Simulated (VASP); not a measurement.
Crystal: HfZrSe3.

```
Zr Hf Se
1.0
     3.20916   -3.51209    0.00000
     3.20916    3.51209    0.00000
     0.00000    0.00000    5.40034
Zr Hf Se
1 1 3
Cartesian
  0.0000 0.0000 0.0000
  0.0000 0.0000 2.7002
  3.2092 0.0000 0.8950
  3.2092 0.0000 4.5053
  3.2092 0.0000 2.7002
```

The cell was built by a generator and needn't be a form met in nature.

```yaml
Program: VASP 6.6.1
Task: relaxation of cell and atoms
Functional: PBE
Potentials_or_basis: VASP PAW PBE potentials, release 64 (Zr_sv, Hf_pv, Se)
Cutoff: 520 eV
k_mesh: 3 × 3 × 3
Occupations: gaussian, width 0.15 eV
Spin: no spin polarisation
```

At the start: pressure 60.2 GPa; volume 24.35 Å³/atom.

**Question.** Where does the relaxation end?

**Answer.** Over 15 steps the energy falls by 4962.0 meV/atom and the volume is 23.51 Å³/atom (-3.4 %); space group P4/mmm (No. 123, to 0.05 Å).

The path:
| step | energy change (eV) | largest force (eV/Å) | pressure (GPa) | volume (Å³) |
| --- | --- | --- | --- | --- |
| 1 | 0.0000 | 0.8383 | 60.25 | 121.73 |
| 2 | 19.9407 | 0.1998 | -20.25 | 268.17 |
| 3 | -16.8181 | 0.7827 | -11.14 | 176.76 |
| 4 | -18.3495 | 0.6438 | -10.95 | 174.35 |
| 5 | -22.8232 | 0.8034 | -7.78 | 130.04 |
| 6 | -23.5795 | 0.6151 | 0.11 | 116.19 |
| 7 | -23.5776 | 0.5203 | 2.77 | 113.33 |
| 8 | -23.8757 | 0.1348 | 18.60 | 101.47 |
| 9 | -24.4611 | 0.3486 | 8.11 | 106.39 |
| 10 | -24.6101 | 0.6655 | -4.41 | 121.07 |
| 11 | -24.7412 | 0.5640 | -0.20 | 114.51 |
| 12 | -24.7838 | 0.3271 | 0.28 | 115.12 |
| 13 | -24.7973 | 0.1132 | 0.85 | 115.64 |
| 14 | -24.8096 | 0.0226 | -0.24 | 117.88 |
| 15 | -24.8102 | 0.0375 | -0.16 | 117.55 |

Final structure:
```xyz
5
Lattice="2.5384 -2.5414 0.0000 2.5384 2.5414 0.0000 0.0000 0.0000 9.1111" Properties=species:S:1:pos:R:3 pbc="T T T"
Zr    0.0000    0.0000    0.0000
Hf    0.0000    0.0000    4.5555
Se    2.5384    0.0000    1.4235
Se    2.5384    0.0000    7.6876
Se    2.5384    0.0000    4.5555
```

Caveat: the k mesh is coarse (spacing up to 0.44 Å⁻¹), so the values aren't converged; this functional lacks dispersion, which binds the layers, so the pressure and a relaxed spacing across them are unreliable.
